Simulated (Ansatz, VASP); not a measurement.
Pt: VASP beside Ansatz

```
CELL_PARAMETERS angstrom
0.00000 1.97158 1.97158
1.97158 0.00000 1.97158
1.97158 1.97158 0.00000
ATOMIC_POSITIONS crystal
Pt 0.00000 0.00000 0.00000
```

Alike in both runs: task relaxation of cell and atoms; functional PBE; k mesh 18 × 18 × 18; occupations gaussian, width 0.1 eV; no spin polarisation.

|  | VASP | Ansatz |
| --- | --- | --- |
| version | VASP 6.6.1 | Ansatz 0.2.0 |
| potentials or method | VASP PAW PBE potentials, release 64 (Pt) | scalar-relativistic, plane waves, PAW |
| plane-wave cutoff (eV) | 600 | 420 |
| valence electrons in the cell | 10 | 18 |

```csv
,VASP,Ansatz,Ansatz less VASP
"gap on the k mesh at the Fermi level, each at its own relaxed structure (eV)",none,none,-
relaxed volume (Å³/atom),15.62,15.65,+0.029
relaxed cell length with the largest relative difference (Å),2.806,2.807,+0.0017
energy change over the relaxation (meV/atom),-4,-5,-0.8
```

A gap of «none» marks a metal or a gap that the smearing closes. The two sets of potentials don't hold the same shells in valence.

Spin-orbit coupling is left out, which matters for the levels of Pt.
